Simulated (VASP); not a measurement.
Calculation: optB88-vdW, VASP's PBE PAW potentials (set 64) (plane waves; VASP 6.6.1).

A VASP calculation is set up with these files.

KPOINTS:
```
Automatic mesh
0
Gamma
6 6 6
0 0 0
```

**POSCAR**
```
CaF2
1
   -0.0000000000     2.7327864333     2.7327864333
    2.7327864333     0.0000000000     2.7327864333
    2.7327864333     2.7327864333    -0.0000000000
Ca F
1 2
Direct
  0.0000000000   1.0000000000   0.0000000000
  0.2500000000   0.2500000000   0.2500000000
  0.7500000000   0.7500000000   0.7500000000
```

### INCAR
```
SYSTEM = CaF2
PREC = Accurate
ENCUT = 520
EDIFF = 1E-6
NELM = 100
ALGO = Normal
LREAL = .FALSE.
LASPH = .TRUE.
ISMEAR = 0
SIGMA = 0.05
GGA = BO
PARAM1 = 0.1833333333
PARAM2 = 0.22
LUSE_VDW = .TRUE.
AGGAC = 0.0
LWAVE = .FALSE.
LCHARG = .FALSE.
IBRION = 2
ISIF = 3
NSW = 60
EDIFFG = -0.02
```

POTCAR, in this order: Ca_sv F (PBE.64 set). Program: vasp_std.

Task: What does the run give for the energy per atom (σ→0), band gap (on the k-mesh)?

Result: 
```json
{
  "energy per atom (σ→0)": "-3.860 eV/atom",
  "band gap (on the k-mesh)": "7.23 eV"
}
```

### OSZICAR
```
...
DAV:   6    -0.115980967980E+02    0.15193E+01   -0.82338E+00   520   0.202E+01    0.308E+00
DAV:   7    -0.115837703117E+02    0.14326E-01   -0.21407E-01   664   0.412E+00    0.164E+00
DAV:   8    -0.115774220467E+02    0.63483E-02   -0.29338E-02   552   0.218E+00    0.198E-01
DAV:   9    -0.115784869938E+02   -0.10649E-02   -0.55138E-03   752   0.573E-01    0.118E-01
DAV:  10    -0.115787737004E+02   -0.28671E-03   -0.37573E-04   536   0.179E-01    0.310E-02
DAV:  11    -0.115787680827E+02    0.56177E-05   -0.69603E-05   664   0.841E-02    0.100E-02
DAV:  12    -0.115787688986E+02   -0.81593E-06   -0.79576E-06   728   0.270E-02
   1 F= -.11578769E+02 E0= -.11578769E+02  d E =-.115788E+02
```

The compound is CaF2 in the fluorite structure. It was relaxed first. The start is the result of an earlier pass.
